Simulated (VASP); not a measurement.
Input for VASP

### KPOINTS
```
Automatic
0
G
10 10 10
```

File POSCAR:
```
MgO
1
    0.0000000000     2.1050000000     2.1050000000
    2.1050000000     0.0000000000     2.1050000000
    2.1050000000     2.1050000000     0.0000000000
Mg O
1 1
Direct
  0.0000000000   0.0000000000   0.0000000000
  0.5000000000   0.5000000000   0.5000000000
```

### INCAR
```
! general
SYSTEM = MgO
PREC   = Accurate
ENCUT  = 520
LREAL  = F
LASPH  = T

! electronic loop
EDIFF  = 1E-6
NELM   = 100
ALGO   = Normal

! smearing
ISMEAR = 0
SIGMA  = 0.05

! functional
GGA    = PS

! ions
IBRION = 2
NSW    = 60
ISIF   = 3
EDIFFG = -0.01

! output
LWAVE  = F
LCHARG = F
```

POTCAR, in this order: Mg O (PBE.64 set). Program: vasp_std.

Translate this PBEsol calculation to Ansatz.

One equivalent input (not run):
Ansatz 0.2 input:
```yaml
crystal:
  lattice:
    - [0.0000000, 2.1050000, 2.1050000]
    - [2.1050000, 0.0000000, 2.1050000]
    - [2.1050000, 2.1050000, 0.0000000]
  atoms:
    - { symbol: Mg, position: [0.0000000, 0.0000000, 0.0000000] }
    - { symbol: O, position: [0.5000000, 0.5000000, 0.5000000] }
kpoints:
  mp_grid: { grid: [10, 10, 10] }
hamiltonian:
  xc: pbesol
  pseudopotentials: { kind: paw }
scf:
  occupations: { method: gaussian, width: 0.05 }
  max_iter: 100
relax:
  max_steps: 60
  f_tol: 0.01
  cell: {}
output: { forces: true, stress: true, eigenvalues: true }
```
What does not carry over: each code has its own PAW files, so the cut-off isn't converted (ENCUT is set for VASP's; basis.ecutwfc is left out, and Ansatz then takes the one that its files recommend); Ansatz stops its SCF on the density residual and VASP on the energy change (EDIFF).

The compound is MgO in the rock salt structure. The cell was not relaxed at this level.
